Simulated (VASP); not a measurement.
**GePt (space group Pnma): computed properties**

All values below come from r2SCAN meta-GGA, VASP's PBE PAW potentials (set 64) (plane waves; VASP).

| Item | Result |
|---|---|
| space group | Pnma (62) |
| cell | a = 5.7582 Å, b = 3.7249 Å, c = 6.1161 Å, α = β = γ = 90.00° |
| volume per atom | 16.40 Å³/atom |
| band gap (over mesh and band path) | none (metal, semimetal or under 0.01 eV) |
| density | 13.56 g/cm³ |

```
CELL_PARAMETERS angstrom
      5.75822     0.00000     0.00000
      0.00000     3.72487     0.00000
      0.00000     0.00000     6.11609
ATOMIC_POSITIONS crystal
  Ge 0.81331 0.75000 0.58805
  Ge 0.18669 0.25000 0.41195
  Ge 0.68669 0.25000 0.08805
  Ge 0.31331 0.75000 0.91195
  Pt 0.00258 0.75000 0.19298
  Pt 0.99742 0.25000 0.80702
  Pt 0.49742 0.25000 0.69298
  Pt 0.50258 0.75000 0.30702
```

Unless said otherwise, spin-orbit coupling is left out, though it shifts the bands of the heavy elements here.

The structure comes from a computed database's GePt entry (Pnma); how it stands against other phases isn't given here. It was relaxed first. Symmetry was kept, so distortions that lower it aren't found.
